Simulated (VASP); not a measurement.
A snapshot from molecular dynamics of Ta, step 81; the first frame, the perfect lattice, has an electronic free energy F (no ionic kinetic energy) of -11.805 eV/atom. The Γ point alone samples so small a cell crudely.

Input:

```xyz
54
Lattice="9.9000 0.0000 0.0000 0.0000 9.9000 0.0000 0.0000 0.0000 9.9000" Properties=species:S:1:pos:R:3 pbc="T T T"
Ta     0.0311     9.7571     9.8846
Ta     3.4202     0.0652     0.0546
Ta     6.7185     9.8440     9.8279
Ta     0.1128     3.0493     0.0667
Ta     9.8393     9.7966     3.2915
Ta     1.6867     1.5943     1.7248
Ta     3.4281     3.3960     0.0223
Ta     3.3072     0.1336     3.2232
Ta     4.9961     1.7620     1.6364
Ta     6.5928     3.2803     9.8776
Ta     6.6577     0.0626     3.3432
Ta     8.2133     1.4757     1.6490
Ta     0.0965     6.4474     0.0472
Ta     9.7963     3.2237     3.3730
Ta     1.7045     4.8054     1.6601
Ta     3.3393     6.6327     0.0070
Ta     9.8630     9.8223     6.6339
Ta     1.4979     1.6697     4.9390
Ta     3.2912     3.3691     3.3527
Ta     4.9480     5.0037     1.6306
Ta     6.6760     6.6312     9.8608
Ta     3.2605     0.0813     6.5946
Ta     4.8778     1.8371     5.0837
Ta     6.5746     3.3442     3.3254
Ta     8.3497     4.8517     1.6305
Ta     6.4821     0.1007     6.5933
Ta     8.1651     1.6822     5.0477
Ta     9.8313     6.4689     3.2899
Ta     1.7033     8.3002     1.6548
Ta     9.8967     3.2102     6.6519
Ta     1.6292     4.9808     4.9455
Ta     3.2321     6.6629     3.2053
Ta     5.0239     8.3690     1.6941
Ta     1.6815     1.5579     8.3534
Ta     3.1844     3.4448     6.6740
Ta     4.7974     5.1101     4.9745
Ta     6.6613     6.6120     3.2331
Ta     8.3910     8.1215     1.6548
Ta     4.9017     1.7040     8.2899
Ta     6.5249     3.3578     6.7115
Ta     8.1464     4.9062     4.8727
Ta     8.2772     1.5769     8.2619
Ta     9.8519     6.5142     6.5625
Ta     1.5658     8.2302     4.9203
Ta     1.6587     4.8386     8.2984
Ta     3.2724     6.7373     6.5236
Ta     4.9460     8.4322     4.8922
Ta     4.9871     5.0712     8.2163
Ta     6.5540     6.6893     6.4284
Ta     8.1450     8.2299     4.9148
Ta     8.3247     4.7877     8.2586
Ta     1.6831     8.1881     8.2097
Ta     5.0695     8.3815     8.1611
Ta     8.2836     8.1473     8.1152
```

These are PBE GGA, VASP's PBE PAW potentials (set 64) (plane waves; VASP) values and carry that method's errors. Numerical set-up: PREC = Normal, LREAL = Auto, ISYM = 0, EDIFF = 1E-5, 300 eV cut-off, 1×1×1 Γ-centred mesh, Fermi-Dirac smearing of 0.026 eV, potentials Ta.

Give F per atom of this frame and the forces (eV/Å).

-11.755 eV/atom.
```json
[
 {"atom": "Ta1", "Fx": "0.08", "Fy": "0.63", "Fz": "0.12"},
 {"atom": "Ta2", "Fx": "-0.54", "Fy": "-0.43", "Fz": "-0.15"},
 {"atom": "Ta3", "Fx": "-0.71", "Fy": "0.20", "Fz": "0.31"},
 {"atom": "Ta4", "Fx": "-0.93", "Fy": "1.34", "Fz": "-0.19"},
 {"atom": "Ta5", "Fx": "0.25", "Fy": "0.35", "Fz": "0.34"},
 {"atom": "Ta6", "Fx": "-0.15", "Fy": "0.13", "Fz": "-0.42"},
 {"atom": "Ta7", "Fx": "-0.99", "Fy": "-0.75", "Fz": "-0.30"},
 {"atom": "Ta8", "Fx": "0.00", "Fy": "-0.58", "Fz": "0.67"},
 {"atom": "Ta9", "Fx": "0.15", "Fy": "-0.54", "Fz": "0.28"},
 {"atom": "Ta10", "Fx": "0.49", "Fy": "0.25", "Fz": "0.05"},
 {"atom": "Ta11", "Fx": "-0.53", "Fy": "-0.33", "Fz": "-0.23"},
 {"atom": "Ta12", "Fx": "0.37", "Fy": "0.80", "Fz": "-0.21"},
 {"atom": "Ta13", "Fx": "0.19", "Fy": "0.33", "Fz": "-0.55"},
 {"atom": "Ta14", "Fx": "0.39", "Fy": "0.33", "Fz": "-0.73"},
 {"atom": "Ta15", "Fx": "-0.12", "Fy": "0.88", "Fz": "0.00"},
 {"atom": "Ta16", "Fx": "-0.07", "Fy": "-0.32", "Fz": "-0.11"},
 {"atom": "Ta17", "Fx": "0.12", "Fy": "0.27", "Fz": "-0.27"},
 {"atom": "Ta18", "Fx": "0.83", "Fy": "-0.26", "Fz": "0.39"},
 {"atom": "Ta19", "Fx": "0.07", "Fy": "-0.08", "Fz": "-0.15"},
 {"atom": "Ta20", "Fx": "0.26", "Fy": "0.13", "Fz": "0.09"},
 {"atom": "Ta21", "Fx": "0.10", "Fy": "-0.43", "Fz": "0.20"},
 {"atom": "Ta22", "Fx": "0.04", "Fy": "-0.19", "Fz": "0.28"},
 {"atom": "Ta23", "Fx": "-0.04", "Fy": "-0.69", "Fz": "-0.64"},
 {"atom": "Ta24", "Fx": "-0.31", "Fy": "0.10", "Fz": "-0.09"},
 {"atom": "Ta25", "Fx": "-0.77", "Fy": "0.21", "Fz": "0.05"},
 {"atom": "Ta26", "Fx": "1.13", "Fy": "-0.19", "Fz": "-0.26"},
 {"atom": "Ta27", "Fx": "0.29", "Fy": "-0.38", "Fz": "-0.07"},
 {"atom": "Ta28", "Fx": "0.84", "Fy": "0.68", "Fz": "0.09"},
 {"atom": "Ta29", "Fx": "-0.19", "Fy": "-0.64", "Fz": "-0.26"},
 {"atom": "Ta30", "Fx": "-0.09", "Fy": "-0.03", "Fz": "0.03"},
 {"atom": "Ta31", "Fx": "-0.22", "Fy": "0.26", "Fz": "-0.01"},
 {"atom": "Ta32", "Fx": "0.41", "Fy": "-0.16", "Fz": "0.72"},
 {"atom": "Ta33", "Fx": "-0.19", "Fy": "-0.62", "Fz": "-0.37"},
 {"atom": "Ta34", "Fx": "-0.06", "Fy": "0.49", "Fz": "-0.88"},
 {"atom": "Ta35", "Fx": "0.79", "Fy": "-0.97", "Fz": "-0.27"},
 {"atom": "Ta36", "Fx": "0.90", "Fy": "-0.42", "Fz": "-0.46"},
 {"atom": "Ta37", "Fx": "-0.84", "Fy": "0.12", "Fz": "0.28"},
 {"atom": "Ta38", "Fx": "-0.94", "Fy": "0.71", "Fz": "-0.31"},
 {"atom": "Ta39", "Fx": "0.30", "Fy": "0.07", "Fz": "-0.30"},
 {"atom": "Ta40", "Fx": "0.36", "Fy": "-0.22", "Fz": "-0.74"},
 {"atom": "Ta41", "Fx": "0.40", "Fy": "0.25", "Fz": "0.82"},
 {"atom": "Ta42", "Fx": "-0.03", "Fy": "0.33", "Fz": "0.24"},
 {"atom": "Ta43", "Fx": "0.28", "Fy": "0.17", "Fz": "-0.12"},
 {"atom": "Ta44", "Fx": "0.36", "Fy": "-0.17", "Fz": "0.09"},
 {"atom": "Ta45", "Fx": "-0.21", "Fy": "1.11", "Fz": "0.20"},
 {"atom": "Ta46", "Fx": "-0.05", "Fy": "-0.39", "Fz": "0.36"},
 {"atom": "Ta47", "Fx": "-0.28", "Fy": "-0.76", "Fz": "-0.29"},
 {"atom": "Ta48", "Fx": "-0.35", "Fy": "-0.27", "Fz": "0.31"},
 {"atom": "Ta49", "Fx": "0.08", "Fy": "-0.46", "Fz": "0.82"},
 {"atom": "Ta50", "Fx": "0.87", "Fy": "-0.09", "Fz": "0.15"},
 {"atom": "Ta51", "Fx": "-0.30", "Fy": "0.44", "Fz": "0.18"},
 {"atom": "Ta52", "Fx": "-0.08", "Fy": "0.24", "Fz": "0.02"},
 {"atom": "Ta53", "Fx": "-0.94", "Fy": "-0.99", "Fz": "0.34"},
 {"atom": "Ta54", "Fx": "-0.42", "Fy": "0.60", "Fz": "0.95"}
]
```

The cell is a supercell, built from Ta (bcc). Its lattice is the typed one, not relaxed at this level.
